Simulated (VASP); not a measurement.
Crystal: GeH8N2F6.

```
CELL_PARAMETERS angstrom
0.00000 4.23000 4.23000
4.23000 0.00000 4.23000
4.23000 4.23000 0.00000
ATOMIC_POSITIONS crystal
Ge 0.00000 0.00000 0.00000
F 0.78723 0.21277 0.21277
F 0.21277 0.78723 0.78723
F 0.21277 0.78723 0.21277
F 0.78723 0.21277 0.78723
F 0.21277 0.21277 0.78723
F 0.78723 0.78723 0.21277
N 0.25000 0.25000 0.25000
N 0.75000 0.75000 0.75000
H 0.32029 0.32029 0.32029
H 0.67971 0.67971 0.67971
H 0.03912 0.32029 0.32029
H 0.96088 0.67971 0.67971
H 0.32029 0.03912 0.32029
H 0.67971 0.96088 0.67971
H 0.32029 0.32029 0.03912
H 0.67971 0.67971 0.96088
```

The cell comes from a database or a generator and needn't be the stable form of this composition.

```yaml
Program: VASP 6.6.1
Task: relaxation of cell and atoms
Functional: PBE
Dispersion: D3(BJ)
Potentials_or_basis: VASP PAW PBE potentials, release 64 (Ge_d, F, N, H)
Cutoff: 600 eV
k_mesh: 4 × 4 × 4
Occupations: gaussian, width 0.05 eV
Spin: no spin polarisation
```

At the start: pressure 2.0 GPa; volume 8.90 Å³/atom.

Question: How do energy, volume and symmetry change on relaxing?

Answer: Over 12 steps the energy falls by 9.4 meV/atom and the volume is 8.36 Å³/atom (-6.1 %); space group Fm-3m (No. 225, to 0.05 Å).

The path:
```csv
step,energy change (eV),largest force (eV/Å),pressure (GPa),volume (Å³)
1,0.0000,0.9862,1.98,151.37
2,-0.0821,0.2958,-3.01,153.79
3,-0.1029,0.1107,-1.56,153.01
4,-0.1127,0.2528,-0.44,151.39
5,-0.1130,0.1983,-0.60,151.62
6,-0.1258,0.1721,-0.53,150.15
7,-0.1524,0.0971,-0.20,145.78
8,-0.1452,0.0401,0.85,137.31
9,-0.1599,0.0501,0.19,142.35
10,-0.1599,0.0438,0.23,141.98
11,-0.1584,0.1205,-0.55,142.60
12,-0.1602,0.0023,0.00,142.15
```

Final structure:
```cif
data_structure
_symmetry_space_group_name_H-M 'P 1'
_symmetry_Int_Tables_number 1
_cell_length_a 5.8581
_cell_length_b 5.8581
_cell_length_c 5.8581
_cell_angle_alpha 60.000
_cell_angle_beta 60.000
_cell_angle_gamma 60.000
_cell_volume 142.15
loop_
_atom_site_label
_atom_site_type_symbol
_atom_site_fract_x
_atom_site_fract_y
_atom_site_fract_z
_atom_site_occupancy
Ge1 Ge 0.00000 0.00000 0.00000 1
F1 F 0.77808 0.22192 0.22192 1
F2 F 0.22192 0.77808 0.77808 1
F3 F 0.22192 0.77808 0.22192 1
F4 F 0.77808 0.22192 0.77808 1
F5 F 0.22192 0.22192 0.77808 1
F6 F 0.77808 0.77808 0.22192 1
N1 N 0.25000 0.25000 0.25000 1
N2 N 0.75000 0.75000 0.75000 1
H1 H 0.32165 0.32165 0.32165 1
H2 H 0.67835 0.67835 0.67835 1
H3 H 0.03506 0.32165 0.32165 1
H4 H 0.96494 0.67835 0.67835 1
H5 H 0.32165 0.03506 0.32165 1
H6 H 0.67835 0.96494 0.67835 1
H7 H 0.32165 0.32165 0.03506 1
H8 H 0.67835 0.67835 0.96494 1
```
